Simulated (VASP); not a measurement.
Level of theory: PBEsol GGA, VASP's PBE PAW potentials (set 64) (plane waves; VASP).

VASP input:

**INCAR**
```
SYSTEM = CoAl
PREC = Accurate
ENCUT = 520
EDIFF = 1E-7
NELM = 100
ALGO = Normal
LREAL = .FALSE.
LASPH = .TRUE.
ISMEAR = 1
SIGMA = 0.1
GGA = PS
LMAXMIX = 4
LWAVE = .FALSE.
LCHARG = .FALSE.
ISIF = 2
```

**KPOINTS**
```
Automatic mesh
0
Gamma
13 13 13
0 0 0
```

**POSCAR**
```
CoAl
5.53080
  0.4999999984   0.0000000000   0.0000000000
  0.0000000000   0.4999999984   0.0000000000
  0.0000000000   0.0000000000   0.4999999984
Al Co
1 1
direct
  0.5000000000   0.5000000000   0.5000000000
  0.0000000000   0.0000000000   0.0000000000
```

POTCAR, in this order: Al Co (PBE.64 set). Program: vasp_std.

What VASP printed:

**OSZICAR**
```
       N       E                     dE             d eps       ncg     rms          rms(c)
DAV:   1     0.366858823107E+02    0.36686E+02   -0.54431E+03  1680   0.130E+03
DAV:   2    -0.136495176312E+02   -0.50335E+02   -0.47975E+02  1700   0.196E+02
DAV:   3    -0.149538244994E+02   -0.13043E+01   -0.12935E+01  2026   0.413E+01
DAV:   4    -0.149768523057E+02   -0.23028E-01   -0.23021E-01  2006   0.493E+00
DAV:   5    -0.149775720222E+02   -0.71972E-03   -0.71970E-03  1950   0.858E-01    0.141E+01
DAV:   6    -0.172641168931E+02   -0.22865E+01   -0.73331E+01  1854   0.133E+02    0.166E+01
DAV:   7    -0.130640310660E+02    0.42001E+01   -0.31924E+01  1854   0.835E+01    0.202E+00
DAV:   8    -0.130455342091E+02    0.18497E-01   -0.23416E-01  1774   0.448E+00    0.124E+00
DAV:   9    -0.130279857393E+02    0.17548E-01   -0.50562E-02  2026   0.314E+00    0.332E-01
DAV:  10    -0.130274406951E+02    0.54504E-03   -0.14689E-03  2178   0.573E-01    0.172E-01
DAV:  11    -0.130274201337E+02    0.20561E-04   -0.32928E-05  1958   0.524E-02    0.195E-02
DAV:  12    -0.130274136730E+02    0.64606E-05   -0.27413E-05  1946   0.790E-02    0.562E-03
DAV:  13    -0.130274136977E+02   -0.24652E-07   -0.41423E-07  1824   0.621E-03
   1 F= -.13027414E+02 E0= -.13027219E+02  d E =-.584800E-03
```

File OUTCAR:
```
------------------------ aborting loop because EDIFF is reached ----------------------------------------
  FORCE on cell =-STRESS in cart. coord.  units (eV):
  Direction    XX          YY          ZZ          XY          YZ          ZX
  --------------------------------------------------------------------------------------
  Total        1.8036820      1.8036820      1.8036820     -0.0000000     -0.0000000      0.0000000
  in kB      136.6459256    136.6459256    136.6459256     -0.0000000     -0.0000000      0.0000000
  external PRESSURE =     136.6459256 kB  Pullay stress =       0.0000000 kB
  volume of cell :       21.15
      direct lattice vectors                 reciprocal lattice vectors
     2.765399991  0.000000000  0.000000000     0.361611341  0.000000000  0.000000000
     0.000000000  2.765399991  0.000000000     0.000000000  0.361611341  0.000000000
     0.000000000  0.000000000  2.765399991     0.000000000  0.000000000  0.361611341
 POSITION                                       TOTAL-FORCE (eV/Angst)
 -----------------------------------------------------------------------------------
      1.38270      1.38270      1.38270         0.000000      0.000000      0.000000
      0.00000      0.00000      0.00000         0.000000      0.000000      0.000000
 -----------------------------------------------------------------------------------
    total drift:                               -0.000000      0.000000      0.000000
  FREE ENERGIE OF THE ION-ELECTRON SYSTEM (eV)
  ---------------------------------------------------
  free  energy   TOTEN  =       -13.0274136977 eV

  energy  without entropy=      -13.0268288978  energy(sigma->0) =      -13.02721876
```
(Selected blocks of OUTCAR.)

The compound is CoAl in the CsCl type structure. This cell is one point of a volume scan, at 0.94 of the reference volume. The run is not spin-polarised, so no magnetic state was tried.
